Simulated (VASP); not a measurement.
```
CELL_PARAMETERS angstrom
      0.00000     5.65454     5.65454
      5.65454     0.00000     5.65454
      5.65454     5.65454     0.00000
ATOMIC_POSITIONS crystal
  Cs 0.75000 0.75000 0.75000
  Cs 0.25000 0.25000 0.25000
  Ag 0.50000 0.50000 0.50000
  Bi 0.00000 0.00000 0.00000
  Br 0.74919 0.25081 0.25081
  Br 0.25081 0.74919 0.74919
  Br 0.25081 0.74919 0.25081
  Br 0.74919 0.25081 0.74919
  Br 0.25081 0.25081 0.74919
  Br 0.74919 0.74919 0.25081
```

Calculation: PBE GGA, VASP's PBE PAW potentials (set 64) (plane waves; VASP). Run with 420 eV cut-off, 5×5×5 Γ-centred mesh shifted by (0.5, 0.5, 0.5), Gaussian smearing of 0.010 eV, potentials Cs_sv Ag Bi_d Br.

Energy and stress use the plane-wave basis of the starting cell.

Task: The ions, cell shape and volume are relaxed. What does this cell relax into?

Result: 
```
CELL_PARAMETERS angstrom
      0.00000     5.73219     5.73219
      5.73219     0.00000     5.73219
      5.73219     5.73219     0.00000
ATOMIC_POSITIONS crystal
  Cs 0.75000 0.75000 0.75000
  Cs 0.25000 0.25000 0.25000
  Ag 0.50000 0.50000 0.50000
  Bi 0.00000 0.00000 0.00000
  Br 0.74848 0.25152 0.25152
  Br 0.25152 0.74848 0.74848
  Br 0.25152 0.74848 0.25152
  Br 0.74848 0.25152 0.74848
  Br 0.25152 0.25152 0.74848
  Br 0.74848 0.74848 0.25152
```
Space group Fm-3m (225), at a tolerance of 0.03 Å.

Task: How do energy and volume change from the first to the last step?

Result: The energy (σ→0) changes by -5.9 meV/atom and the volume by +4.2 %, in 6 ionic steps.

```csv
step,E(σ→0) (eV),max force (eV/Å),pressure (GPa),volume (Å³)
1,-29.5525,0.196,1.18,361.59
2,-29.6111,0.003,0.07,375.68
3,-29.6113,0.015,0.01,376.64
4,-29.6113,0.011,0.03,376.33
5,-29.6114,0.007,0.03,376.47
6,-29.6114,0.001,0.02,376.70
```

The structure comes from a computed database's Cs2AgBiBr6 entry; how it stands against other phases isn't given here. This run relaxes it. Symmetry was kept, so distortions that lower it aren't found. The run is one of a series of settings (EDIFF = 1E-09, EDIFFG = -0.005, ENCUT = 420, IBRION = 2, ISIF = 3, NSW = 50, KPOINTS 5×5×5 Γ-centred mesh shifted by (0.5, 0.5, 0.5) against the base run), some of them coarse on purpose.
